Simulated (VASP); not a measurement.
Data:

```
InSb
1.0
    0.00000     3.25920     3.25920
    3.25920     0.00000     3.25920
    3.25920     3.25920     0.00000
In Sb
1 1
Direct
  0.00000   0.00000   0.00000
  0.25000   0.25000   0.25000
```

Computed with PBEsol GGA, VASP's PBE PAW potentials (set 64) (plane waves; VASP 6.6.1). Run with 400 eV cut-off, 9×9×9 Γ-centred mesh, first-order Methfessel-Paxton smearing of 0.10 eV, potentials In_d Sb.

Unless said otherwise, spin-orbit coupling is left out, though it shifts the bands of the heavy elements here.

Q: Estimate the energy per atom (σ→0), band gap (on the k-mesh) with the smallest direct gap where there is one.

A: 
```json
{
  "band gap (on the k-mesh)": "none (metal, semimetal or under 0.01 eV)",
  "energy per atom (σ→0)": "-3.849 eV/atom"
}
```

Total energies compare only between runs with the same potentials, cut-off and functional.

The compound is InSb in the zinc blende structure. It was relaxed first. The start is the result of an earlier pass.
